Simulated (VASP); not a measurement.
A convergence study with VASP on CsPbBr$_{3}$ (space group no. 221 when undisturbed): a few settings are varied, all else stays as given below, so the limit is that of these other settings. One atom is moved off its site, so that forces are finite.

```xyz
5
Lattice="5.8407 0.0000 0.0000 0.0000 5.8407 0.0000 0.0000 0.0000 5.8407" Properties=species:S:1:pos:R:3 pbc="T T T"
Cs     0.0000     0.0000     0.0500
Pb     2.9203     2.9203     2.9203
Br     2.9203     0.0000     2.9203
Br     0.0000     2.9203     2.9203
Br     2.9203     2.9203     0.0000
```

All values below come from LDA (Ceperley-Alder, Perdew-Zunger), VASP's LDA PAW potentials (set 64) (plane waves; VASP 6.6.1). The last row used: 300 eV cut-off, 4×4×4 Γ-centred mesh, Fermi-Dirac smearing of 0.010 eV, potentials Cs_sv Pb_d Br.

Unless said otherwise, spin-orbit coupling is left out, though it shifts the bands of the heavy elements here. Gaps are read on the run's mesh, which can miss a band edge.

```json
[
 {"setting": "EDIFF = 1E-01", "E (eV/atom)": "-3.5584", "pressure (GPa)": "-0.95", "gap on the mesh (eV)": "1.258", "irreducible k-points": "18"},
 {"setting": "EDIFF = 1E-02", "E (eV/atom)": "-3.5581", "pressure (GPa)": "-0.64", "gap on the mesh (eV)": "1.305", "irreducible k-points": "18"},
 {"setting": "EDIFF = 1E-03", "E (eV/atom)": "-3.5579", "pressure (GPa)": "-0.83", "gap on the mesh (eV)": "1.286", "irreducible k-points": "18"},
 {"setting": "EDIFF = 1E-04", "E (eV/atom)": "-3.5579", "pressure (GPa)": "-0.78", "gap on the mesh (eV)": "1.286", "irreducible k-points": "18"},
 {"setting": "EDIFF = 1E-05", "E (eV/atom)": "-3.5579", "pressure (GPa)": "-0.80", "gap on the mesh (eV)": "1.287", "irreducible k-points": "18"},
 {"setting": "EDIFF = 1E-06", "E (eV/atom)": "-3.5579", "pressure (GPa)": "-0.80", "gap on the mesh (eV)": "1.288", "irreducible k-points": "18"},
 {"setting": "EDIFF = 1E-07", "E (eV/atom)": "-3.5579", "pressure (GPa)": "-0.80", "gap on the mesh (eV)": "1.287", "irreducible k-points": "18"},
 {"setting": "EDIFF = 1E-08", "E (eV/atom)": "-3.5579", "pressure (GPa)": "-0.80", "gap on the mesh (eV)": "1.287", "irreducible k-points": "18"},
 {"setting": "EDIFF = 1E-10", "E (eV/atom)": "-3.5579", "pressure (GPa)": "-0.80", "gap on the mesh (eV)": "1.287", "irreducible k-points": "18"}
]
```

Left out are rungs that failed or repeat a setting and relaxations that didn't move; long series are thinned to 24 rows.

The structure is a typed CsPbBr3 crystal (space group no. 221). The cell was not relaxed at this level, it is distorted from the ideal structure.
